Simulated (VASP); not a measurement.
Data:

```
CELL_PARAMETERS angstrom
      2.81549     0.00000     0.00000
      0.00000     2.92647     0.00000
      0.00000     0.00000     2.83079
ATOMIC_POSITIONS crystal
  Cr 0.00000 0.00000 0.00000
  Cr 0.50954 0.50000 0.50000
```
Starting moments (μB, in the order of the record's atoms Cr Cr): 1.5 -1.5.

Calculation: PBE GGA, VASP's PBE PAW potentials (set 64) (plane waves; VASP). Run with EDIFF = 1E-2, 400 eV cut-off, 12×11×12 Γ-centred mesh, first-order Methfessel-Paxton smearing of 0.10 eV, potentials Cr_pv.

### Question
Which forces act on the atoms, in eV/Å?

### Answer

```tsv
atom	Fx	Fy	Fz
Cr1	0.156	0.000	0.000
Cr2	-0.156	0.000	0.000
```

### Question
Give the stress tensor in GPa (positive for a compressed cell).

### Answer

```
27.62   0.00   0.00
 0.00  13.81   0.00
 0.00   0.00  25.44
```
The pressure is its mean diagonal, 22.29 GPa.

The compound is Cr in the bcc, AFM order structure. The cell was not relaxed at this level. The run is one of a series of settings (EDIFF = 1E-2 against the base run), some of them coarse on purpose.
